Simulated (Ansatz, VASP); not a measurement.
**Cross-check of SiC (Moissanite) between VASP and Ansatz**

One calculation is typed for both programs; each brings its own data sets. How far apart do they land? The cell is taken from a series of runs on this material, whose earlier steps may have relaxed, scaled, displaced or heated it; both programs get it as it stands.

Main program and level: Ansatz 0.2.0; plane waves, with VASP 6.6.1 beside it; relaxation of cell and atoms at BLYP with D3(BJ).

## Step 1: The structure

It takes space group P6_3mc (No. 186, hexagonal). Conventional cell: a = 3.076 Å, b = 3.076 Å, c = 5.048 Å, α = 90.00°, β = 90.00°, γ = 120.00°. Nearest to Si lie 4 C at 1.87 to 1.94 Å. Nearest to C lie 4 Si at 1.87 to 1.94 Å. Farther neighbours are not listed.

## Step 2: Ansatz: relaxation of cell and atoms, BLYP with D3(BJ)

Ansatz runs on its default PAW (the set named soft_2) files.

The relaxed volume is the usual yardstick between codes: in a stiff, nearly cubic crystal its relative difference is about their pressure difference at one cell divided by the bulk modulus.

Contents of input.yaml:

```yaml
crystal:
  lattice:
    - [3.076, 0.0, 0.0]
    - [-1.538, 2.663894142, 0.0]
    - [0.0, 0.0, 5.048]
  atoms:
    - { symbol: Si, position: [0.3333333333, 0.6666666667, 0.0] }
    - { symbol: Si, position: [0.6666666667, 0.3333333333, 0.5] }
    - { symbol: C, position: [0.3333333333, 0.6666666667, 0.385] }
    - { symbol: C, position: [0.6666666667, 0.3333333333, 0.885] }
kpoints:
  mp_grid: { grid: [9, 9, 6] }
hamiltonian:
  xc: blyp
  dispersion: d3bj
scf:
  occupations: { method: gaussian, width: 0.02 }
output:
  forces: true
  stress: true
  eigenvalues: true
relax:
  adjacent_minimum: "off"
  f_tol: 0.005
  max_steps: 60
  cell: { stress_tol: 0.03 }
```

Command:

```sh
$ ansatz run input.yaml --threads 4 --pin off --max-ram 8192MiB --backend cpu --events-out ev --progress --plain --runs-dir out
```

Numbers of over 12 decimals in the logs are rounded to 6 here.

The log of the run:

```text
Engine: ansatz 0.2.0, x86_64-unknown-linux-gnu
Pseudopotentials: kind: paw
Pseudopotential: Si, paw, valence charge 4, recommended cutoff 420 eV (normal), Si.paw.azcp
Pseudopotential: C, paw, valence charge 4, recommended cutoff 420 eV (normal), C.paw.azcp
Functional definition: BLYP
  parameter beta = 0.0042
  parameter a = 0.04918
  parameter b = 0.132
  parameter c = 0.2533
  parameter d = 0.349
  exchange = b88_x(beta = beta)
  correlation = lyp_c(a = a, b = b, c = c, d = d)
Crystal: 4 atoms, lattice volume = 41.364 Å³
Basis set: ecut = 420 eV, 785 PW (Γ), exchange–correlation on 48×48×72 points (8 copies of the dense FFT grid, shifted against one another)
Bands: 12, of which v1, the nominal top of the filled ones, is band 8 counted from 1 (7 counted from 0)
Symmetry: 12 space group operations
Space group: P63mc (ITA 186), of the structure as read, at distance tolerance 3.5e-5 Å
k-points: 48 of 486 (time reversal used)
Non-local potential: Si, projectors of the file, l = 0: 2, l = 1: 2, l = 2: 2
Non-local potential: C, projectors of the file, l = 0: 2, l = 1: 2, l = 2: 1
PAW form: soft (Blöchl's): semilocal exchange-correlation on the pseudo side does not see the compensation charge
PAW frozen core: Si, regenerated for the run's functional, and the local potential with it (the file was generated under x = pbe(κ = 0.804, μ = 0.219515), c = pbe(β = 0.066725))
PAW frozen core: C, regenerated for the run's functional, and the local potential with it (the file was generated under x = pbe(κ = 0.804, μ = 0.219515), c = pbe(β = 0.066725))
PAW one-centre angular grid: Si, 110 points (default); XC on 64 Gauss nodes
PAW one-centre angular grid: C, 110 points (default); XC on 64 Gauss nodes
Initial density: superposition of atomic densities (neutral atoms: chi_scale 0, normalization atom), corrected by the library's trained network
Initial wavefunctions: pseudopotential atomic-orbital guess
Functional: x = b88, c = lyp
SCF iter   1: F=—  HF=-1785.592158 eV  |F-HF|=—  |Δ(HF+E_count)|=         —  Δρ=1.48e-2  dr2=9.14e-2  ethr=1.77e-3  ⟨swp⟩=5.9  Hψ=3962  notcnv=0
preconditioner: auto → none  [insulator: Δε(μ)=2.872 eV  Ē_g=12.098 eV  σ=0.020 eV  W_gap=1.00  n_scr=2 (ndim 8)  ℏωp=23.1 eV  f_vac=0.000  D(μ)=0.00/eV (n_scr^D=0)  ε∞_Penn≈4.6]
SCF iter   2: F=—  HF=-1785.562699 eV  |F-HF|=—  |Δ(HF+E_count)|=   2.95e-2  Δρ=3.46e-3  dr2=5.50e-3  ethr=5.71e-4  ⟨swp⟩=2.6  Hψ=1475  notcnv=0
SCF iter   3: F=—  HF=-1785.560960 eV  |F-HF|=—  |Δ(HF+E_count)|=   1.74e-3  Δρ=1.29e-3  dr2=6.17e-4  ethr=3.44e-5  ⟨swp⟩=2.1  Hψ=1065  notcnv=0
SCF iter   4: F=—  HF=-1785.560779 eV  |F-HF|=—  |Δ(HF+E_count)|=   1.81e-4  Δρ=3.06e-4  dr2=3.14e-5  ethr=3.86e-6  ⟨swp⟩=2.0  Hψ=960  notcnv=0
SCF iter   5: F=—  HF=-1785.560784 eV  |F-HF|=—  |Δ(HF+E_count)|=   4.17e-6  Δρ=3.88e-5  dr2=4.82e-7  ethr=1.97e-7  ⟨swp⟩=2.4  Hψ=981  notcnv=0
SCF iter   6: F=-1785.560784 eV  HF=-1785.560784 eV  |F-HF|=2.96e-12  |Δ(HF+E_count)|=   1.51e-8  Δρ=2.77e-6  dr2=2.21e-9  ethr=6.25e-10  ⟨swp⟩=5.8  Hψ=2893  notcnv=0
SCF 1 converged in 6 iterations: F = -1785.560784 eV  dr2 = 2.21e-9
  greatest PAW one-centre occupation: 0.645 electrons in one spin orbital (limit 2), on the C atom at site 3 (counted from 0), in its partial waves of l = 0
relax step   1: F+E_penalty+E_count = -1785.56078352 eV  Δ(F+E_penalty+E_count) = +0.000e0 eV  max|allowed force component| = 7.628e-1 eV/Å  Δτ_max = 0.0000 Å  P = -1.764 GPa  Ω = 41.364 Å³  (6 SCF iters, dr2 threshold 1.00e-7 eV, accepted)
[...]
relax step   5: F+E_penalty+E_count = -1785.60109139 eV  Δ(F+E_penalty+E_count) = +3.402e-5 eV  max|allowed force component| = 1.612e-4 eV/Å  Δτ_max = 0.0001 Å  P = +0.001 GPa  Ω = 40.978 Å³  energy of the carried Pulay correction = +8.628e-4 eV  (3 SCF iters, dr2 threshold 3.60e-8 eV, accepted)
[...]
relax step   6: F+E_penalty+E_count = -1785.60021378 eV  Δ(F+E_penalty+E_count) = +8.776e-4 eV  max|allowed force component| = 2.089e-4 eV/Å  Δτ_max = 0.0000 Å  P = -0.031 GPa  Ω = 40.978 Å³  stress off target by 3.35e-2 GPa  SCF on the basis re-selected at this cell (its energy is not comparable with the rows above)  (5 SCF iters)
[...]
relax step   7: F+E_penalty+E_count = -1785.60022727 eV  Δ(F+E_penalty+E_count) = -1.349e-5 eV  max|allowed force component| = 8.790e-6 eV/Å  Δτ_max = 0.0000 Å  P = -0.000 GPa  Ω = 40.972 Å³  energy of the carried Pulay correction = +1.292e-5 eV  (4 SCF iters, dr2 threshold 2.80e-9 eV, accepted)
[...]
relax step   8: F+E_penalty+E_count = -1785.60022727 eV  Δ(F+E_penalty+E_count) = +1.864e-11 eV  max|allowed force component| = 8.122e-6 eV/Å  Δτ_max = 0.0000 Å  P = -0.000 GPa  Ω = 40.972 Å³  stress off target by 6.91e-4 GPa  SCF on the basis re-selected at this cell (its energy is not comparable with the rows above)  (5 SCF iters)
basis re-selected at this cell: Δ(F+E_penalty+E_count) = +1.864e-11 eV, ΔP = -0.000 GPa vs the last step (what re-selecting the basis moved, of the pressure what is left beyond the Pulay correction that the steps carried, after the strain that the cell walked since its last selection, with what the two solves' SCF thresholds leave and, on support functions, any second-order correction that the steps lacked; it is no  [...]
SCF converged after 5 iterations
Free energy (F): -1785.600227 eV
Harris-Foulkes:  -1785.600227 eV  (|F-HF|=9.09e-13)
Internal energy: -1785.600227 eV  (E = F + TS)
E sigma→0 (E₀):  -1785.600227 eV
Fermi energy:    11.446243 eV
--- Per-component energies (eV) ---
  E_band       = 66.680762
  E_kinetic    = 275.726120
  E_local      = -217.435606  (includes V_loc(G=0)·N_el)
  E_nonlocal   = 107.574435
  E_hartree    = 67.543443
  E_xc         = -207.703375
  E_vxc        = -213.921349  (∫ρ·V_xc dr)
  E_paw        = -1238.089405  (= ΣΔE_a)
  E_vpaw       = -20.349752  (= ΣTr[D̂ρ^β])
  E_aug_tail   = 0.000029  (compensation charges beyond the density's cutoff)
  E_ewald      = -570.647239
  E_disp       = -2.600833  (pairwise vdW)
  E_core_change = 0.032204  (= ΣΔE_core)
  E_smearing   = -0.000000  (= −TS)
  E_closure    = 0.000000  (closes the sum)
  Σ components = -1785.600227   (vs F -1785.600227, Δ=0.00e0)
--- Forces (eV/Å), atoms counted from 1 ---
  atom   1  Si    -0.00000000    -0.00000000     0.00000915
  atom   2  Si     0.00000000     0.00000000     0.00000915
  atom   3  C     -0.00000000    -0.00000000    -0.00000710
  atom   4  C      0.00000000     0.00000000    -0.00000710
  max |Σ_I F_I| component: 4.10e-6 eV/Å
--- Stress (GPa, compression-positive) ---
       -0.000368      -0.000000       0.000000
       -0.000000      -0.000368       0.000000
        0.000000       0.000000      -0.000691
  P = ⅓ Tr σ = -0.0005 GPa (-0.005 kbar)
--- Band table (eV; the first three rows and the last of 48) ---
  k-point 0: bands = [... 4 lower, 8.8478, 10.0264, 10.1454, 10.1454, 15.1811, 16.6017, 16.9839, 16.9839]
  k-point 1: bands = [... 4 lower, 8.9226, 9.3113, 10.0439, 10.0439, 15.3065, 17.0347, 17.0347, 17.1397]
  k-point 2: bands = [... 4 lower, 9.1348, 9.1348, 9.7793, 9.7793, 15.6767, 17.0120, 17.2459, 17.2459]
  k-point 47: bands = [... 4 lower, 4.6342, 4.6342, 8.4212, 8.4212, 15.4583, 15.4583, 16.4234, 16.4234]
--- Relaxed structure (6 steps of the walk, 5 accepted, 2 SCFs on fresh bases) ---
  F+E_penalty+E_count = -1785.60022727 eV   max|allowed force component| = 8.122e-6 eV/Å   (the final SCF, on the basis selected at the relaxed cell)
  cell:  # Å, volume = 40.9722 Å³
    - [3.065513, 0.0, 0]
    - [-1.532757, 2.654812, 0]
    - [0, 0, 5.034453]
  atoms:
    - { symbol: Si, position: [0.333333, 0.666667, 0.00467473] }
    - { symbol: Si, position: [0.666667, 0.333333, 0.504675] }
    - { symbol: C, position: [0.333333, 0.666667, 0.380325] }
    - { symbol: C, position: [0.666667, 0.333333, 0.880325] }
```

In the SCF lines HF is the Harris–Foulkes energy and dr2 the Hartree energy of the density residual, in eV; the loop may stop once dr2 is under the threshold and the program's other checks hold. Hψ counts applications of the Hamiltonian.

## Step 3: VASP: relaxation of cell and atoms, BLYP with D3(BJ)

The same cell, functional (in two slightly different forms), mesh and smearing now go to VASP, with its own data sets.

Lines of VASP's logs that name or quote its potential files are left out, and so is its time.

Contents of INCAR:

```
SYSTEM = SiC
PREC = Accurate
ENCUT = 600
EDIFF = 1E-07
NELM = 120
ISMEAR = 0
SIGMA = 0.02
LREAL = .FALSE.
ALGO = Normal
GGA = B5
ALDAX = 1
AGGAX = 1
AGGAC = 1
ALDAC = 0
IVDW = 12
VDW_S6 = 1
VDW_S8 = 2.6996
VDW_A1 = 0.4298
VDW_A2 = 4.2359
NBANDS = 14
LORBIT = 11
LWAVE = .FALSE.
LCHARG = .FALSE.
ISIF = 3
IBRION = 2
NSW = 80
EDIFFG = -0.005
LASPH = .TRUE.
GGA_COMPAT = .FALSE.
NELMIN = 4
EFERMI = MIDGAP
```

Contents of POSCAR:

```
SiC
1.0
    3.0760000000      0.0000000000      0.0000000000
   -1.5380000000      2.6638940000      0.0000000000
    0.0000000000      0.0000000000      5.0480000000
Si C
2 2
Direct
    0.3333332708      0.6666665415      0.0000000000
    0.6666667292      0.3333334585      0.5000000000
    0.3333332708      0.6666665415      0.3850000000
    0.6666667292      0.3333334585      0.8850000000
```

Contents of KPOINTS:

```
Automatic mesh
0
Gamma
9 9 6
0 0 0
```

PAW data sets: Si and C (PBE family, release 64).

Command:

```sh
$ mpirun -np 1 vasp_std
```

The log of the run:

```text
[banner, memory and clock lines left out]
running    1 mpi-ranks, on    1 nodes
 distrk:  each k-point on    1 cores,    1 groups
 distr:  one band on    1 cores,    1 groups

 POSCAR found type information on POSCAR SiC
 POSCAR found :  2 types and       4 ions
|                                                                             |
|               ----> ADVICE to this user running VASP <----                  |
|                                                                             |
|     You enforced a specific xc type in the INCAR file but a different       |
|     [... a line on the potential file left out ...]
|     I HOPE YOU KNOW WHAT YOU ARE DOING!                                     |
|                                                                             |

 LDA part: xc-table for (Slater(with rela. corr.)+VWN5), standard interpolation
 POSCAR, INCAR and KPOINTS ok, starting setup
 FFT: planning ... GRIDC
 FFT: planning ... GRID_SOFT
 FFT: planning ... GRID
 WAVECAR not read
 entering main loop
       N       E                     dE             d eps       ncg     rms          rms(c)
DAV:   1     0.396066147458E+02    0.39607E+02   -0.80989E+03  1344   0.116E+03
DAV:   2    -0.282859166707E+02   -0.67893E+02   -0.62164E+02  1896   0.183E+02
DAV:   3    -0.315976893724E+02   -0.33118E+01   -0.32934E+01  1842   0.389E+01
DAV:   4    -0.316310765892E+02   -0.33387E-01   -0.33377E-01  1554   0.470E+00
DAV:   5    -0.316315158762E+02   -0.43929E-03   -0.43926E-03  1854   0.513E-01    0.123E+01
DAV:   6    -0.272865514647E+02    0.43450E+01   -0.10908E+01  1698   0.205E+01    0.495E+00
DAV:   7    -0.272461543538E+02    0.40397E-01   -0.13192E+00  1848   0.714E+00    0.243E+00
DAV:   8    -0.272348447435E+02    0.11310E-01   -0.65460E-02  1506   0.180E+00    0.607E-01
DAV:   9    -0.272337113323E+02    0.11334E-02   -0.10945E-02  1728   0.744E-01    0.170E-01
DAV:  10    -0.272339051050E+02   -0.19377E-03   -0.15452E-03  1746   0.249E-01    0.567E-02
DAV:  11    -0.272339376968E+02   -0.32592E-04   -0.97451E-05  1512   0.829E-02    0.313E-02
DAV:  12    -0.272339384047E+02   -0.70788E-06   -0.56112E-06  1788   0.173E-02    0.105E-02
DAV:  13    -0.272339387106E+02   -0.30591E-06   -0.13260E-06  1692   0.725E-03    0.105E-03
DAV:  14    -0.272339386864E+02    0.24257E-07   -0.61725E-08  1050   0.208E-03
   1 F= -.29809499E+02 E0= -.29809499E+02  d E =-.298095E+02
[...]
2 F= -.29819624E+02 E0= -.29819624E+02  d E =-.101256E-01
[...]
3 F= -.29845578E+02 E0= -.29845578E+02  d E =-.360793E-01
[...]
4 F= -.29847844E+02 E0= -.29847844E+02  d E =-.226621E-02
[...]
5 F= -.29848068E+02 E0= -.29848068E+02  d E =-.249030E-02
[...]
6 F= -.29848077E+02 E0= -.29848077E+02  d E =-.859034E-05
 trial-energy change:   -0.000009  1 .order   -0.000010   -0.000070    0.000051
 step:   0.4926(harm=  0.5046)  dis= 0.00022  next Energy=   -29.848088 (dE=-0.197E-04)
 bond charge predicted
       N       E                     dE             d eps       ncg     rms          rms(c)
DAV:   1    -0.272531688338E+02    0.14963E-02   -0.30057E-04  1386   0.139E-01    0.141E-02
DAV:   2    -0.272531663136E+02    0.25203E-05   -0.72899E-06  1650   0.197E-02    0.747E-03
DAV:   3    -0.272531658288E+02    0.48475E-06   -0.16443E-06  1602   0.834E-03    0.172E-03
DAV:   4    -0.272531658068E+02    0.22036E-07   -0.17629E-07  1024   0.281E-03
   7 F= -.29848088E+02 E0= -.29848088E+02  d E =-.196925E-04
 curvature:  -0.26 expect dE=-0.799E-08 dE for cont linesearch -0.346E-08
 trial: gam=-0.01390 g(F)=  0.365E-08 g(S)=  0.273E-07 ort = 0.105E-05 (trialstep = 0.794E+00)
 search vector abs. value=  0.178E-07
 reached required accuracy - stopping structural energy minimisation
```

From OUTCAR (step 3):

```text
ion  position               nearest neighbor table
   1  0.333  0.667  0.000-   4 1.87   4 1.87   4 1.87   3 1.94   2 3.09   2 3.09   2 3.09   2 3.09
                             2 3.09   2 3.09
   2  0.667  0.333  0.500-   3 1.87   3 1.87   3 1.87   4 1.94   1 3.09   1 3.09   1 3.09   1 3.09
                             1 3.09   1 3.09
   3  0.333  0.667  0.385-   2 1.87   2 1.87   2 1.87   1 1.94
   4  0.667  0.333  0.885-   1 1.87   1 1.87   1 1.87   2 1.94

  LATTYP: Found a hexagonal cell.
 ALAT       =     3.0760000000
 C/A-ratio  =     1.6410923277

 Subroutine GETGRP returns: Found 12 space group operations
 (whereof  6 operations were pure point group operations)

The static configuration has the point symmetry C_3v.
 The point group associated with its full space group is C_6v.

 Found     48 irreducible k-points:

   k-points           NKPTS =     48   k-points in BZ     NKDIM =     48   number of bands    NBANDS=     14

   dimension x,y,z NGX =    28 NGY =   28 NGZ =   40
   dimension x,y,z NGXF=    56 NGYF=   56 NGZF=   80

   ENCUT  =  600.0 eV  44.10 Ry    6.64 a.u.   6.14  6.14 10.08*2*pi/ulx,y,z

   NELECT =      16.0000    total number of electrons

 k-points in reciprocal lattice and weights: Automatic mesh
   0.00000000  0.00000000  0.00000000       0.002
   0.11111111  0.00000000  0.00000000       0.012
   0.22222222 -0.00000000  0.00000000       0.012
   0.33333333  0.00000000  0.00000000       0.012
   0.44444444 -0.00000000  0.00000000       0.012
   0.11111111  0.11111111  0.00000000       0.012
   0.22222222  0.11111111  0.00000000       0.025
   0.33333333  0.11111111  0.00000000       0.025
   0.44444444  0.11111111  0.00000000       0.012
[...]
0.33333333  0.22222222  0.50000000       0.025
   0.33333333  0.33333333  0.50000000       0.004

 Edisp (eV)   -2.59341

 average (electrostatic) potential at core
       1 -80.1733       2 -80.1733       3 -44.0252       4 -44.0252

 E-fermi :  10.0579

 k-point     1 :       0.0000    0.0000    0.0000
  band No.  band energies     occupation
    ...
      4       7.4518      2.00000
      5       7.4518      2.00000
      6       8.6340      2.00000
      7       8.7560      2.00000
      8       8.7560      2.00000
      9      13.7884      0.00000
     10      15.1992      0.00000
     11      15.5754      0.00000
     12      15.5754      0.00000
     13      16.6628      0.00000
    ...

 k-point     2 :       0.1111    0.0000    0.0000
  band No.  band energies     occupation
    ...
      4       6.3510      2.00000
      5       7.1077      2.00000
      6       7.9915      2.00000
      7       8.4884      2.00000
      8       8.6306      2.00000
      9      14.2315      0.00000
     10      15.2657      0.00000
     11      15.7071      0.00000
     12      15.9903      0.00000
     13      16.7866      0.00000
    ...

 k-point     3 :       0.2222   -0.0000    0.0000
  band No.  band energies     occupation
    ...
      4       4.2534      2.00000
      5       6.3041      2.00000
      6       6.4343      2.00000
      7       7.9592      2.00000
      8       8.2596      2.00000
      9      13.3213      0.00000
     10      15.2531      0.00000
     11      16.0819      0.00000
     12      16.5601      0.00000
     13      16.8213      0.00000
    ...

 Edisp (eV)   -2.59492

  Total       0.00096     0.00096     0.00064     0.00000     0.00000     0.00000
  in kB       0.03759     0.03759     0.02481     0.00000     0.00000     0.00000
  external pressure =        0.03 kB  Pullay stress =        0.00 kB

  energy-cutoff  :      600.00
  volume of cell :       41.06
      direct lattice vectors                 reciprocal lattice vectors
     3.067637265  0.000000000  0.000000000     0.325983783  0.188206835  0.000000000
    -1.533818632  2.656651660 -0.000000000    -0.000000000  0.376413670  0.000000000
    -0.000000000 -0.000000000  5.038461793    -0.000000000  0.000000000  0.198473272

 POSITION                                       TOTAL-FORCE (eV/Angst)
 -----------------------------------------------------------------------------------
      0.00000      1.77110      0.02359         0.000000     -0.000000     -0.000138
      1.53382      0.88555      2.54283        -0.000000      0.000000     -0.000138
      0.00000      1.77110      1.91621        -0.000000      0.000000      0.000138
      1.53382      0.88555      4.43544         0.000000     -0.000000      0.000138
 -----------------------------------------------------------------------------------
    total drift:                                0.000000     -0.000109     -0.000205

  FREE ENERGIE OF THE ION-ELECTRON SYSTEM (eV)
  ---------------------------------------------------
  free  energy   TOTEN  =       -29.8480879819 eV

  energy  without entropy=      -29.8480879819  energy(sigma->0) =      -29.84808798

 reached required accuracy - stopping structural energy minimisation

 total charge
# of ion       s       p       d       tot
------------------------------------------
    1        0.707   0.973   0.000   1.681
    2        0.707   0.973   0.000   1.681
    3        0.837   1.750   0.000   2.587
    4        0.837   1.750   0.000   2.587
--------------------------------------------------
tot          3.089   5.446   0.000   8.535

[... 3 further parts left out ...]
```

The run keeps the 12 symmetry operations of its start, so it cannot find a distortion of lower symmetry.

## Step 4: Comparison

Known differences besides the potentials themselves: the cutoff is 420 eV in Ansatz and 600 eV in VASP; Ansatz makes its cores anew for this functional, VASP keeps those of its PBE data sets; VASP's log shows a relativistic correction to its local exchange, Ansatz's none; Ansatz adds a Pulay correction to the stress that steers its cell, VASP none. Total energies have different zeros and are not compared.

Compared:

```
                                         quantity  Ansatz   VASP  difference
                                      volume (Å³)   40.97  41.06     -0.22 %
edge a after relaxation, in the typed setting (Å)   3.066  3.068     -0.07 %
edge c after relaxation, in the typed setting (Å)   5.035  5.038     -0.08 %
```

## Step 5: Summary of results

```json
{
 "difference in volume (relaxation of cell and atoms, BLYP with D3(BJ))": "-0.22 %"
}
```

What this shows: The difference in volume is -0.22 % (relaxation of cell and atoms, BLYP with D3(BJ)), within the 1.2 % picked in this series as the mark of a large difference, as far as the stopping tolerances let one tell. 1 further run of this series is not shown here. Such differences can come from data sets, numerical settings and the points named under the comparisons, not from the functional's error against experiment.

[Lines on the potential files, build, host, timing and source positions are cut from VASP's logs without a mark.]

[Logs are printed without paths, hosts, clocks, repeated set-up lines and the standing remarks that a program may print on its own settings, such as how far it seeks lower states.]

[Hosts, paths, dates, database ids (printed as entryN), source tags and the programs' standing remarks are cut or masked in the printed files.]
